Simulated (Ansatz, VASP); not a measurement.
# NaCu3H4 in VASP and in Ansatz

INCAR

```
SYSTEM = NaCu3H4
  ALGO = Normal
  EDIFF = 1E-6
  EDIFFG = -0.04
  ENCUT = 600
  GGA = PE
  IBRION = 2
  ISIF = 3
  ISMEAR = 0
  LASPH = .True.
  LCHARG = .False.
  LREAL = .False.
  LWAVE = .False.
  NELM = 80
  NSW = 90
  PREC = Accurate
  SIGMA = 0.1
```

KPOINTS

```
k-points
0
Gamma
  4 4 4
  0 0 0
```

POSCAR

```
NaCu3H4
1.0
    4.5767933600      0.0000000000      0.0000000000
    0.0000000000      4.5767933600      0.0000000000
    0.0000000000      0.0000000000      4.5767933600
Na Cu H
1 3 4
Direct
    0.0000000000      0.0000000000      0.0000000000
    0.0000000000      0.5000000000      0.5000000000
    0.5000000000      0.5000000000      0.0000000000
    0.5000000000      0.0000000000      0.5000000000
    0.7384977300      0.7384977300      0.2615022700
    0.7384977300      0.2615022700      0.7384977300
    0.2615022700      0.7384977300      0.7384977300
    0.2615022700      0.2615022700      0.2615022700
```

Input for Ansatz:

```yaml
crystal:
  lattice:
    - [4.57679336, 0.0, 0.0]
    - [0.0, 4.57679336, 0.0]
    - [0.0, 0.0, 4.57679336]
  atoms:
    - { symbol: Na, position: [0.0, 0.0, 0.0] }
    - { symbol: Cu, position: [0.0, 0.5, 0.5] }
    - { symbol: Cu, position: [0.5, 0.5, 0.0] }
    - { symbol: Cu, position: [0.5, 0.0, 0.5] }
    - { symbol: H, position: [0.73849773, 0.73849773, 0.26150227] }
    - { symbol: H, position: [0.73849773, 0.26150227, 0.73849773] }
    - { symbol: H, position: [0.26150227, 0.73849773, 0.73849773] }
    - { symbol: H, position: [0.26150227, 0.26150227, 0.26150227] }
basis:
  ecutwfc: 420
kpoints:
  mp_grid: { grid: [4, 4, 4] }
hamiltonian:
  xc: pbe
scf:
  occupations: { method: gaussian, width: 0.1 }
  lower_state_search: "off"
output:
  forces: true
  stress: true
  eigenvalues: true
relax:
  adjacent_minimum: "off"
  f_tol: 0.04
  max_steps: 70
  cell: { stress_tol: 0.4 }
```

Change from the starting cell: species swapped into the Zn3CdSe4 type (P-43m, No. 215).

Alike in both runs: task relaxation of cell and atoms; functional PBE; k mesh 4 × 4 × 4; occupations gaussian, width 0.1 eV; no spin polarisation.

```csv
,VASP,Ansatz
version,VASP 6.6.1,Ansatz 0.2.0
potentials or method,"VASP PAW PBE potentials, release 64 (Na_pv, Cu, H)","scalar-relativistic, plane waves, PAW"
plane-wave cutoff (eV),600,420
valence electrons in the cell,44,70
```

Ansatz gave:

- gap on the k mesh at the Fermi level, each at its own relaxed structure (eV): 0.28
- relaxed volume (Å³/atom): 9.43
- relaxed cell length with the largest relative difference (Å): 4.225
- energy change over the relaxation (meV/atom): -157

Problem. What did VASP give for the same quantities?

Solution. gap on the k mesh at the Fermi level, each at its own relaxed structure (eV): 0.30; relaxed volume (Å³/atom): 9.44; relaxed cell length with the largest relative difference (Å): 4.227; energy change over the relaxation (meV/atom): -153.

The two sets of potentials don't hold the same shells in valence.

Caveats: the volume moved by over 15 % at a fixed basis, so the end points are rough. A k mesh can miss the band edges.
